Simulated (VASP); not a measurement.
Calculation: HSE06 screened hybrid, VASP's PBE PAW potentials (set 64) (plane waves; VASP).

VASP ran on this input.

### POSCAR
```
In31P31
1
   11.9995217336     0.0000000000     0.0000000000
    0.0000000000    11.9995217336     0.0000000000
    0.0000000000     0.0000000000    11.9995217336
In P
31 31
Direct
  0.4994795488   0.0011038900   0.0008611439
  0.7501905839   0.2496509299   0.9982956218
  0.7503944768   0.9983405759   0.2495600009
  0.9999409063   0.9999684250   0.9995130139
  0.2514940105   0.2513296200   0.0013266638
  0.4991508669   0.5008455642   0.9992816802
  0.7486878395   0.7486348494   0.0013562704
  0.2513440117   0.0014156350   0.2514179710
  0.5081769412   0.2540542940   0.2540660099
  0.7458368833   0.4918519150   0.2541016994
  0.4991457457   0.9993262630   0.5008033348
  0.7458318673   0.2540636627   0.4917942621
  0.7485353880   0.0014017246   0.7485167024
  0.9988834489   0.5001811054   0.0008970748
  0.2498313632   0.7498739991   0.0007533086
  0.0017164800   0.2495739465   0.2494865757
  0.2535183533   0.5027500136   0.2552044234
  0.4972474410   0.7465730751   0.2549465694
  0.9990625238   0.0012328319   0.5002847257
  0.2538013152   0.2555840199   0.5028800255
  0.7449107573   0.7467621814   0.5025921538
  0.2499876892   0.0008062081   0.7497384077
  0.4970060762   0.2555847850   0.7461640910
  0.7447949386   0.5026829426   0.7465599735
  0.9986154415   0.7486974929   0.2512923553
  0.0006007402   0.5007462412   0.5006225085
  0.2519411463   0.7480465657   0.4981730923
  0.9986228477   0.2513281441   0.7484827188
  0.2519453324   0.4981768983   0.7479604866
  0.5016386689   0.7480630736   0.7481513021
  0.9993370605   0.7498791025   0.7497292108
  0.6271026159   0.1254714022   0.1254774993
  0.8743454440   0.3727873164   0.1254828077
  0.8744573625   0.1255622334   0.3727651235
  0.1264410008   0.1244082752   0.1243614141
  0.3789099225   0.3757271817   0.1287494785
  0.6242705042   0.6210846654   0.1286921360
  0.8755515158   0.8735869928   0.1244111687
  0.3788797212   0.1288016413   0.3757476277
  0.8712806048   0.6211809217   0.3756224178
  0.6241949705   0.1287934678   0.6210726130
  0.8712174328   0.3757225139   0.6210458833
  0.8753714054   0.1246373622   0.8733907376
  0.1255438649   0.6243627839   0.1263513810
  0.3752551862   0.8743615400   0.1263848899
  0.1258967590   0.3748513788   0.3747785388
  0.3810089571   0.6190913989   0.3832540910
  0.6250421084   0.8741706099   0.3747331925
  0.1257823381   0.1265934488   0.6243961380
  0.3813569401   0.3841682202   0.6186222639
  0.6168215436   0.6193108518   0.6191564250
  0.8736493512   0.8744735142   0.6245062092
  0.3753907872   0.1265490036   0.8740916256
  0.6249648420   0.3749016826   0.8740601717
  0.8735829844   0.6245778928   0.8742549847
  0.1245533290   0.8754080226   0.3750676907
  0.1254432321   0.6252840974   0.6252312037
  0.3746294650   0.8745096366   0.6253318960
  0.1246284756   0.3748910389   0.8753976336
  0.3744656175   0.6253676542   0.8745869742
  0.6249219684   0.8754724617   0.8754450302
  0.1251830555   0.8747418137   0.8745023749
```

**INCAR**
```
AEXX=0.25
ALGO=Normal
EDIFF=1E-5
ENCUT=400
GGA=PE
HFSCREEN=0.2
ISIF=0
ISMEAR=0
ISPIN=2
ISYM=0
LASPH=T
LCHARG=F
LHFCALC=T
LMAXMIX=4
LORBIT=10
LREAL=Auto
LWAVE=F
MAGMOM=62*0.0484
NELECT=247.0
NELM=50
NELMIN=4
NUPDOWN=3
PREC=Normal
PRECFOCK=Fast
SIGMA=0.05
SYSTEM=In31P31
```

File KPOINTS:
```
Automatic mesh
0
Gamma
1 1 1
0 0 0
```

POTCAR, in this order: In P (PBE.64 set). Program: vasp_gam. Read from the step before: WAVECAR.

Problem. What will the output report for the number of irreducible k-points (NKPTS), largest plane-wave count, FFT grid (NGX, NGY, NGZ)?

Solution. 
```
Item                                           Value
--------------------------------------  ------------
number of irreducible k-points (NKPTS)             1
largest plane-wave count                       15720
FFT grid (NGX, NGY, NGZ)                60 × 60 × 60
```

The cell is a supercell with a defect, built from InP (zinc blende): vac_In-vac_P, charge +1. The cell's shape comes from a PBE relaxation.
